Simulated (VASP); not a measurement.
Input:

```xyz
2
Lattice="0.0000 2.0801 2.0801 2.0801 0.0000 2.0801 2.0801 2.0801 0.0000" Properties=species:S:1:pos:R:3 pbc="T T T"
Mg     0.0000     0.0000     0.0000
O      2.0801     2.0801     2.0801
```

Computed with HSE06 screened hybrid, VASP's PBE PAW potentials (set 64) (plane waves; VASP 6.6.1). Settings: 520 eV cut-off, 8×8×8 Γ-centred mesh, Gaussian smearing of 0.050 eV, potentials Mg O.

Question: Give the stress tensor in GPa (positive for a compressed cell).

Answer: 
```
5.00  0.00  0.00
0.00  5.00  0.00
0.00  0.00  5.00
```
The pressure is its mean diagonal, 5.00 GPa.

The compound is MgO in the rock salt structure. This cell is one point of a volume scan, at 0.94 of the reference volume. The cell's shape comes from a PBE relaxation.
